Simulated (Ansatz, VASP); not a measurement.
**BeCdS4: VASP beside Ansatz**

```
CELL_PARAMETERS angstrom
5.92771 0.00000 -0.02831
0.00000 5.99821 0.00000
-0.02831 0.00000 6.00031
ATOMIC_POSITIONS crystal
Be 0.00000 0.50000 0.50000
Be 0.00000 0.00000 0.00000
Cd 0.50000 0.00000 0.50000
Cd 0.50000 0.50000 0.00000
S 0.92702 0.38291 0.11074
S 0.07298 0.61709 0.88926
S 0.63224 0.57849 0.58875
S 0.36776 0.42151 0.41125
S 0.36776 0.07849 0.91125
S 0.63224 0.92151 0.08875
S 0.07298 0.88291 0.38926
S 0.92702 0.11709 0.61074
```

Alike in both runs: functional PBE; k mesh 3 × 3 × 3; occupations gaussian, width 0.2 eV; no spin polarisation.

Ansatz relaxed the structure, and its values are those at the end. VASP's run is a single point on that final structure, the one shown.

```csv
,VASP,Ansatz
version,VASP 6.6.1,Ansatz 0.2.0
potentials or method,"VASP PAW PBE potentials, release 64 (Be, Cd, S)","scalar-relativistic, plane waves, PAW"
plane-wave cutoff (eV),520,420
valence electrons in the cell,76,92
```

VASP gave:

```
gap on the k mesh at the Fermi level (eV) : 1.74
least direct gap on the mesh (eV)         : 1.82
pressure (GPa)                            : -0.4
rms of the force components (eV/Å)        : 0.052
```

Which values does Ansatz return?

gap on the k mesh at the Fermi level (eV): 1.71; least direct gap on the mesh (eV): 1.80; pressure (GPa): -0.4; rms of the force components (eV/Å): 0.024.

The two sets of potentials don't hold the same shells in valence.

Caveats: an odd mesh through Γ misses points on the zone boundary, where band edges often lie. Expect the measured gap to be larger: semilocal functionals such as PBE lack the derivative discontinuity.
